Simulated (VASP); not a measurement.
# CsOs (P-6m2) in VASP: single point with PBE

Aim: the single point of CsOs with PBE.

All numbers are computed with VASP 6.6.1; they aren't measurements. Logs are shortened: lines on timing, memory, paths and dates and some standing lists are left out, and cuts for length are marked.

**1. The crystal as given**

It takes space group P-6m2 (No. 187, hexagonal). The conventional cell has a = 3.105 Å, b = 3.105 Å, c = 6.096 Å, α = 90.00°, β = 90.00°, γ = 120.00°. Around Cs (site symmetry -6m2) lie 6 Cs at 3.11 Å and 6 Os at 3.54 Å. Os (site symmetry -6m2) has 6 Os at 3.11 Å and 6 Cs at 3.54 Å as nearest neighbours.

The cell was built by a generator and needn't be a form met in nature.

**2. Single point, PBE, collinear spin, typed start**

The input, INCAR:

```
SYSTEM = CsOs
PREC = Accurate
ENCUT = 520
EDIFF = 1E-6
ISMEAR = 0
SIGMA = 0.1
LREAL = .FALSE.
LASPH = .TRUE.
NELM = 150
ALGO = Fast
ISIF = 2
LWAVE = .FALSE.
LCHARG = .FALSE.
ISPIN = 2
MAGMOM = 0 3.31
LORBIT = 11
LMAXMIX = 4
GGA = PE
NBANDS = 20
```

The input, KPOINTS:

```
regular mesh
0
G
  12 12 10
  0 0 0
```

The input, POSCAR:

```
CsOs
1.0
    3.1051476939      0.0000000018      0.0000000000
   -1.5525738485      2.6891367846      0.0000000000
    0.0000000000      0.0000000000      6.0955413457
Cs Os
1 1
Direct
    0.3333333333      0.6666666667      0.5000000000
    0.0000000000      0.0000000000      0.0000000000
```

Potentials or basis: VASP PAW PBE potentials, release 64 (Cs_sv, Os).

Launch:

```
> cat potpaw_PBE.64/Cs_sv/POTCAR potpaw_PBE.64/Os/POTCAR > POTCAR
> mpirun -np 1 vasp_std > vasp.out
```

OUTCAR:

```text
SYSTEM = CsOs
   PREC = Accurate
   ENCUT = 520
   EDIFF = 1E-6
   ISMEAR = 0
   LREAL = .FALSE.
   LASPH = .TRUE.
   NELM = 150
   ISIF = 2
   ISPIN = 2
   LORBIT = 11
   GGA = PE

 ion  position               nearest neighbor table
   1  0.333  0.667  0.500-
   2  0.000  0.000  0.000-

  LATTYP: Found a hexagonal cell.
 ALAT       =     3.1051476939
 C/A-ratio  =     1.9630439343

  Lattice vectors:

 A1 = (   3.1051476939,   0.0000000018,   0.0000000000)
 A2 = (  -1.5525738485,   2.6891367846,   0.0000000000)
 A3 = (   0.0000000000,   0.0000000000,   6.0955413457)

Analysis of symmetry for initial positions (statically):
=====================================================================
 Subroutine PRICEL returns:
 Original cell was already a primitive cell.

 Routine SETGRP: Setting up the symmetry group for a
 hexagonal supercell.

 Subroutine GETGRP returns: Found 12 space group operations
 (whereof 12 operations were pure point group operations)
 out of a pool of 24 trial point group operations.

The static configuration has the point symmetry D_3h.

Analysis of symmetry for dynamics (positions and initial velocities):
=====================================================================
 Subroutine PRICEL returns:
 Original cell was already a primitive cell.

 Routine SETGRP: Setting up the symmetry group for a
 hexagonal supercell.

 Subroutine GETGRP returns: Found 12 space group operations
 (whereof 12 operations were pure point group operations)
 out of a pool of 24 trial point group operations.

The dynamic configuration has the point symmetry D_3h.

Analysis of structural, dynamic, and magnetic symmetry:
=====================================================================
 Subroutine PRICEL returns:
 Original cell was already a primitive cell.

 Routine SETGRP: Setting up the symmetry group for a
 hexagonal supercell.

 Subroutine GETGRP returns: Found 12 space group operations
 (whereof 12 operations were pure point group operations)
 out of a pool of 24 trial point group operations.

The overall configuration has the point symmetry D_3h.

 Subroutine INISYM returns: Found 12 space group operations
 (whereof 12 operations are pure point group operations),
 and found     1 'primitive' translations

----------------------------------------------------------------------------------------

                                     Primitive cell

  volume of cell :      50.8988

  direct lattice vectors                    reciprocal lattice vectors
     3.105147694  0.000000002  0.000000000     0.322045873  0.185933272  0.000000000
    -1.552573849  2.689136785  0.000000000    -0.000000000  0.371866543  0.000000000
     0.000000000  0.000000000  6.095541346     0.000000000  0.000000000  0.164054338

  length of vectors
     3.105147694  3.105147694  6.095541346     0.371866543  0.371866543  0.164054338

  position of ions in fractional coordinates (direct lattice)
     0.333333333  0.666666667  0.500000000
     0.000000000  0.000000000  0.000000000

  ion indices of the primitive-cell ions
   primitive index   ion index
                 1           1
                 2           2

----------------------------------------------------------------------------------------

 KPOINTS: regular mesh

Automatic generation of k-mesh.
 Grid dimensions read from file:
 generate k-points for:   12   12   10

 Generating k-lattice:

  Cartesian coordinates                     Fractional coordinates (reciprocal lattice)
     0.026837156  0.015494439  0.000000000     0.083333333  0.000000000  0.000000000
    -0.000000000  0.030988879  0.000000000     0.000000000  0.083333333  0.000000000
     0.000000000  0.000000000  0.016405434     0.000000000  0.000000000  0.100000000

  Length of vectors
     0.030988879  0.030988879  0.016405434

  Shift w.r.t. Gamma in fractional coordinates (k-lattice)
     0.000000000  0.000000000  0.000000000

 Subroutine IBZKPT returns following result:
 ===========================================

 Found    114 irreducible k-points:

 Following reciprocal coordinates:
            Coordinates               Weight
  0.000000  0.000000  0.000000      1.000000
  0.083333  0.000000  0.000000      6.000000
  0.166667  0.000000  0.000000      6.000000
  0.250000  0.000000  0.000000      6.000000
  0.333333 -0.000000  0.000000      6.000000
  0.416667  0.000000  0.000000      6.000000
[... 16 lines left out ...]
  0.250000  0.000000  0.100000     12.000000
  0.333333 -0.000000  0.100000     12.000000
 [... further k-points ...]
   k-points           NKPTS =    114   k-points in BZ     NKDIM =    114   number of bands    NBANDS=     20
   number of dos      NEDOS =    301   number of ions     NIONS =      2
   total plane-waves  NPLWV =  27648
   dimension x,y,z NGX =    24 NGY =   24 NGZ =   48
   dimension x,y,z NGXF=    48 NGYF=   48 NGZF=   96
   ions per type =               1   1
   NGX,Y,Z   is equivalent  to a cutoff of  12.85, 12.85, 13.09 a.u.
   NGXF,Y,Z  is equivalent  to a cutoff of  25.70, 25.70, 26.18 a.u.
 SYSTEM =  CsOs
   PREC   = accura    normal or accurate (medium, high low for compatibility)
   ISTART =      0    job   : 0-new  1-cont  2-samecut
   ICHARG =      2    charge: 1-file 2-atom 10-const
   ISPIN  =      2    spin polarized calculation?
   LNONCOLLINEAR =      F non collinear calculations
   LSORBIT =      F    spin-orbit coupling
   LASPH  =      T    aspherical Exc in radial PAW
   ENCUT  =  520.0 eV  38.22 Ry    6.18 a.u.   5.77  5.77 11.33*2*pi/ulx,y,z
   NELM   =    150;   NELMIN=  2; NELMDL= -5     # of ELM steps
   EDIFF  = 0.1E-05   stopping-criterion for ELM
   LREAL  =      F    real-space projection
   EDIFFG = 0.1E-04   stopping-criterion for IOM
   NSW    =      0    number of steps for IOM
   IBRION =     -1    ionic relax: 0-MD 1-quasi-New 2-CG
   NFREE  =      0    steps in history (QN), initial steepest desc. (CG)
   ISIF   =      2    stress and relaxation
   ISYM   =      2    0-nonsym 1-usesym 2-fastsym
   POTIM  = 0.5000    time-step for ionic-motion
   TEBEG  =    0.0;   TEEND  =   0.0 temperature during run
   PSTRESS=    0.0 pullay stress
   NELECT =      17.0000    total number of electrons
   NUPDOWN=      -1.0000    fix difference up-down
   EMIN   =  10.00;   EMAX   =-10.00  energy-range for DOS
   EFERMI =   0.00;   METHOD = LEGACY
   ISMEAR =     0;   SIGMA  =   0.10  broadening in eV -4-tet -1-fermi 0-gaus
   EFERMI_NEDOS =   21; number of points for ismear=-14 and -15
   IALGO  =     68    algorithm
   IMIX   =      4    mixing-type and parameters
     AMIX     =   0.40;   BMIX     =  1.00
     AMIX_MAG =   1.60;   BMIX_MAG =  1.00
  volume/ion in A,a.u.               =      25.45       171.74
  Fermi-wavevector in a.u.,A,eV,Ry     =   1.135853  2.146450 17.553709  1.290161
  Thomas-Fermi vector in A             =   2.272558
   LORBIT       =     11    0 simple, 1 ext, 2 COOP (PROOUT), +10 PAW based schemes
   GGA     = PE    functional components
   LHFCALC =     F    Hartree Fock is set to
   AEXX    =    0.0000 exact exchange contribution
   IVDW    =     0    specifies the selected vdW correction
   LEPSILON=     F    determine dielectric tensor
   LRPA    =     F    only Hartree local field effects (RPA)
 spin polarized calculation
 RMM-DIIS sequential band-by-band and
 Gauss-broadening in eV      SIGMA  =   0.10
  energy-cutoff  :      520.00
  volume of cell :       50.90
 maximum number of plane-waves:      1394
 NGX is ok and might be reduce to    24
   NGX = 11   NGY = 11   NGZ = 23

 number of electron      17.0000000 magnetization       0.9142319

 Free energy of the ion-electron system (eV)
  ---------------------------------------------------
  ext. energy  EPLUGINS =         0.00000000
  ---------------------------------------------------
  free energy    TOTEN  =        -7.60520382 eV

  energy without entropy =       -7.59634098  energy(sigma->0) =       -7.60077240

 E-fermi :   4.9050     XC(G=0): -10.8914

 val. band max:        4.9035874093   @ k =   0.1667   0.0000   0.3000
 cond. band min:       4.9218593043   @ k =   0.0000   0.0000   0.5000
 fundamental gap:      0.0182718950
 Fermi energy:         4.9049521274

 spin component 1

 k-point     1 :       0.0000    0.0000    0.0000
  band No.  band energies     occupation
      1     -19.6487      1.00000
      2      -6.0530      1.00000
      3      -1.8942      1.00000
      4      -1.8942      1.00000
      5      -0.7783      1.00000
      6       3.0907      1.00000
[... 12 lines left out ...]
     19      16.6329      0.00000
     20      19.6130      0.00000
[... 507 lines left out ...]
 k-point    24 :       0.3333   -0.0000    0.1000
  band No.  band energies     occupation
      1     -18.3712      1.00000
      2      -7.2328      1.00000
      3      -4.8810      1.00000
      4      -3.2882      1.00000
      5       1.4023      1.00000
      6       3.0824      1.00000
[... 12 lines left out ...]
     19      16.8020      0.00000
     20      18.1361      0.00000

 [... further k-points ...]

 spin component 2

 k-point     1 :       0.0000    0.0000    0.0000
  band No.  band energies     occupation
      1     -19.6579      1.00000
      2      -6.0776      1.00000
      3      -1.9008      1.00000
      4      -1.9008      1.00000
      5      -0.5916      1.00000
      6       3.3843      1.00000
[... 12 lines left out ...]
     19      16.5931      0.00000
     20      19.5991      0.00000
[... 507 lines left out ...]
 k-point    24 :       0.3333   -0.0000    0.1000
  band No.  band energies     occupation
      1     -18.3788      1.00000
      2      -7.2465      1.00000
      3      -4.8946      1.00000
      4      -3.2965      1.00000
      5       1.6723      1.00000
      6       3.6000      1.00000
[... 12 lines left out ...]
     19      16.8248      0.00000
     20      18.3748      0.00000

 [... further k-points ...]

------------------------ aborting loop because EDIFF is reached ----------------------------------------

  FORCE on cell =-STRESS in cart. coord.  units (eV):
  Direction    XX          YY          ZZ          XY          YZ          ZX
  --------------------------------------------------------------------------------------
  -------------------------------------------------------------------------------------
  Total        0.2728756      0.2728756      0.1121049      0.0000000      0.0000000      0.0000000
  in kB        8.5895008      8.5895008      3.5288057      0.0000000      0.0000000      0.0000000
  external PRESSURE =       6.9026025 kB  Pullay stress =       0.0000000 kB

 VOLUME and BASIS-vectors are now :
 -----------------------------------------------------------------------------
  energy-cutoff  :      520.00
  volume of cell :       50.90
      direct lattice vectors                 reciprocal lattice vectors
     3.105147694  0.000000002  0.000000000     0.322045873  0.185933272  0.000000000
    -1.552573849  2.689136785  0.000000000    -0.000000000  0.371866543  0.000000000
     0.000000000  0.000000000  6.095541346     0.000000000  0.000000000  0.164054338

 POSITION                                       TOTAL-FORCE (eV/Angst)
 -----------------------------------------------------------------------------------
     -0.00000      1.79276      3.04777         0.000000     -0.000000      0.000000
      0.00000      0.00000      0.00000        -0.000000      0.000000      0.000000
 -----------------------------------------------------------------------------------
    total drift:                                0.000000     -0.000000     -0.000000

  FREE ENERGIE OF THE ION-ELECTRON SYSTEM (eV)
  ---------------------------------------------------
  free  energy   TOTEN  =        -7.6052038192 eV

  energy  without entropy=       -7.5963409778  energy(sigma->0) =       -7.60077240

 total charge

# of ion       s       p       d       tot
------------------------------------------
    1        1.848   4.684   0.202   6.734
    2        0.589   0.244   5.758   6.590
--------------------------------------------------
tot          2.437   4.928   5.960  13.324

 magnetization (x)

# of ion       s       p       d       tot
------------------------------------------
    1       -0.001   0.004  -0.011  -0.008
    2        0.011  -0.003   0.907   0.916
--------------------------------------------------
tot          0.010   0.001   0.896   0.908
```

It took 1.9 min on 1 thread of Intel Xeon Platinum 8488C (Sapphire Rapids), shared host; peak memory 0.32 GiB.

Results:

| Property | Result |
| --- | --- |
| Free energy | -7.6052 eV |
| Pressure | 0.7 GPa |
| Band gap on the k mesh | none (metal or under the smearing width) |
| Net moment | 0.91 μB per cell |
| Site moments | Cs -0.01; Os +0.92 μB |
| Valence electrons inside the program's atomic spheres | Cs 6.73; Os 6.59 |

The run has no spin-orbit coupling, so splittings on Cs, Os are missing.
